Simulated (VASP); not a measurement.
Here is the system:

```
CoSi2
1.0
    0.00000     2.74122     2.74122
    2.74122     0.00000     2.74122
    2.74122     2.74122     0.00000
Co Si
1 2
Direct
  0.00000   0.00000   0.00000
  0.25000   0.25000   0.25000
  0.75000   0.75000   0.75000
```

The numbers are results of revPBE GGA, VASP's PBE PAW potentials (set 64) (plane waves; VASP), not measurements. Numerical set-up: 520 eV cut-off, 10×10×10 Γ-centred mesh, first-order Methfessel-Paxton smearing of 0.10 eV, potentials Co Si.

Task: The job: CoSi2 (fluorite), 3 atoms, revPBE, static run, 520 eV, 10×10×10 Γ-centred mesh. Roughly how much core time does it take on a busy server core?

Result: About 20 core-seconds (one run on a shared machine, a rough figure). It had 47 irreducible k-points, 12 bands, up to 1122 plane waves and 17 electronic steps.

The compound is CoSi2 in the fluorite structure. This cell is one point of a volume scan, at 1.06 of the reference volume.
